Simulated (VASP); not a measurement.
The input files of a VASP run:

### KPOINTS
```
Automatic mesh
0
Gamma
5 5 3
0 0 0
```

File POSCAR:
```
ZrSe2
1.0
  3.8835620000   0.0000000000   0.0000000000
 -1.9417810000   3.3632640000   0.0000000000
  0.0000000000   0.0000000000   6.5215080000
Zr Se
1 2
Cartesian
  0.0000000000   0.0000000000   0.0000000000
  1.9417829418   1.1210868789   4.9294774670
 -0.0000019418   2.2421771211   1.5920305330
```

INCAR:
```
! general
SYSTEM  =ZrSe2
PREC    =Accurate
ENCUT   =300
LREAL   =.FALSE.
LASPH   =.TRUE.
ISYM    =3

! electronic loop
EDIFF   =1E-6
NELM    =100
ALGO    =Normal
LMAXMIX =4

! smearing
ISMEAR  =-1
SIGMA   =0.05

! functional
GGA     =PE
LHFCALC =.TRUE.
AEXX    =0.25
HFSCREEN=0.2
PRECFOCK=Fast

! ions
ISIF    =2

! output
LWAVE   =.FALSE.
LCHARG  =.FALSE.
```

POTCAR, in this order: Zr_sv Se (PBE.64 set). Program: vasp_std.

Write an equivalent input for Ansatz.

One equivalent input (not run):
Ansatz 0.2 input:
```yaml
crystal:
  lattice:
    - [3.8835620, 0.0000000, 0.0000000]
    - [-1.9417810, 3.3632640, 0.0000000]
    - [0.0000000, 0.0000000, 6.5215080]
  atoms:
    - { symbol: Zr, position: [0.0000000, 0.0000000, 0.0000000] }
    - { symbol: Se, position: [0.6666670, 0.3333330, 0.7558800] }
    - { symbol: Se, position: [0.3333330, 0.6666670, 0.2441200] }
kpoints:
  mp_grid: { grid: [5, 5, 3] }
hamiltonian:
  xc: hse06
  pseudopotentials: { kind: paw }
scf:
  occupations: { method: fermi_dirac, width: 0.05 }
  max_iter: 100
output: { forces: true, stress: true, eigenvalues: true }
```
What does not carry over: each code has its own PAW files, so the cut-off isn't converted (ENCUT is set for VASP's; basis.ecutwfc is left out, and Ansatz then takes the one that its files recommend); Ansatz stops its SCF on the density residual and VASP on the energy change (EDIFF); Ansatz's hse06 screens at 0.11 per bohr (0.208 per Å), slightly more than HFSCREEN = 0.2.

The structure comes from a computed database's ZrSe2 entry; how it stands against other phases isn't given here. The cell was not relaxed at this level. The run is one of a series of settings (KPOINTS 5×5×3 Γ-centred mesh against the base run), some of them coarse on purpose.
